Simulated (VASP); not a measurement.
Computed with optB88-vdW, VASP's PBE PAW potentials (set 64) (plane waves; VASP).

VASP input:

**KPOINTS**
```
Automatic mesh
0
Gamma
19 19 19
0 0 0
```

**INCAR**
```
! general
SYSTEM   = Cu
PREC     = Accurate
ENCUT    = 520   ! plane-wave cut-off (eV)
LREAL    = .FALSE.
LASPH    = .TRUE.

! electronic loop
EDIFF    = 1E-7   ! SCF stop (eV)
NELM     = 100
ALGO     = Normal   ! blocked Davidson
LMAXMIX  = 4

! smearing
ISMEAR   = -5

! functional
GGA      = BO
LUSE_VDW = .TRUE.
AGGAC    = 0.0
PARAM1   = 0.1833333333
PARAM2   = 0.22

! ions
ISIF     = 2   ! forces and stress, cell fixed

! output
LWAVE    = .FALSE.
LCHARG   = .TRUE.
LORBIT   = 11   ! lm-projected
NEDOS    = 601
```

File POSCAR:
```
Cu
1.0
  0.0000000000   1.8140301518   1.8140301518
  1.8140301518   0.0000000000   1.8140301518
  1.8140301518   1.8140301518   0.0000000000
Cu
1
Cartesian
  0.0000000000   0.0000000000   0.0000000000
```

POTCAR, in this order: Cu (PBE.64 set). Program: vasp_std.

The run wrote:

File OSZICAR:
```
       N       E                     dE             d eps       ncg     rms          rms(c)
DAV:   1     0.388985878614E+02    0.38899E+02   -0.56695E+03  4064   0.201E+03
DAV:   2    -0.106384070200E+01   -0.39962E+02   -0.38017E+02  3970   0.196E+02
DAV:   3    -0.150355206005E+01   -0.43971E+00   -0.43894E+00  4763   0.296E+01
DAV:   4    -0.150673285381E+01   -0.31808E-02   -0.31803E-02  4912   0.228E+00
DAV:   5    -0.150677107782E+01   -0.38224E-04   -0.38219E-04  4697   0.196E-01    0.707E+00
DAV:   6    -0.106140557786E+01    0.44537E+00   -0.14278E+01  4173   0.883E+01    0.356E+00
DAV:   7    -0.748195596358E+00    0.31321E+00   -0.22594E+00  4198   0.352E+01    0.541E-01
DAV:   8    -0.737670430906E+00    0.10525E-01   -0.50067E-03  4315   0.128E+00    0.285E-01
DAV:   9    -0.736201381000E+00    0.14690E-02   -0.94289E-03  4419   0.209E+00    0.267E-02
DAV:  10    -0.736209818140E+00   -0.84371E-05   -0.51920E-05  6002   0.139E-01    0.555E-03
DAV:  11    -0.736210059167E+00   -0.24103E-06   -0.94344E-07  4341   0.133E-02    0.695E-04
DAV:  12    -0.736210244995E+00   -0.18583E-06   -0.52830E-08  2631   0.371E-03    0.318E-04
DAV:  13    -0.736210311521E+00   -0.66526E-07   -0.11020E-08  2248   0.236E-03
   1 F= -.73621031E+00 E0= -.73621031E+00  d E =0.000000E+00
```

### OUTCAR
```
------------------------ aborting loop because EDIFF is reached ----------------------------------------
  FORCE on cell =-STRESS in cart. coord.  units (eV):
  Direction    XX          YY          ZZ          XY          YZ          ZX
  --------------------------------------------------------------------------------------
  Total       -0.0021835     -0.0021835     -0.0021835      0.0000000      0.0000000     -0.0000000
  in kB       -0.2930270     -0.2930270     -0.2930270      0.0000000      0.0000000     -0.0000000
  external PRESSURE =      -0.2930270 kB  Pullay stress =       0.0000000 kB
  volume of cell :       11.94
      direct lattice vectors                 reciprocal lattice vectors
     0.000000000  1.814030152  1.814030152    -0.275629377  0.275629377  0.275629377
     1.814030152  0.000000000  1.814030152     0.275629377 -0.275629377  0.275629377
     1.814030152  1.814030152  0.000000000     0.275629377  0.275629377 -0.275629377
 POSITION                                       TOTAL-FORCE (eV/Angst)
 -----------------------------------------------------------------------------------
      0.00000      0.00000      0.00000        -0.000000     -0.000000     -0.000000
 -----------------------------------------------------------------------------------
    total drift:                               -0.000000     -0.000000     -0.000000
  FREE ENERGIE OF THE ION-ELECTRON SYSTEM (eV)
  ---------------------------------------------------
  free  energy   TOTEN  =        -0.7362103115 eV

  energy  without entropy=       -0.7362103115  energy(sigma->0) =       -0.73621031

 total charge

# of ion       s       p       d       tot
------------------------------------------
    1        0.452   0.372   9.201  10.025
```
(Selected blocks of OUTCAR.)

For a metal the tetrahedron method with Blöchl corrections gives inexact stress and forces.

The compound is Cu in the fcc structure. It was relaxed first.
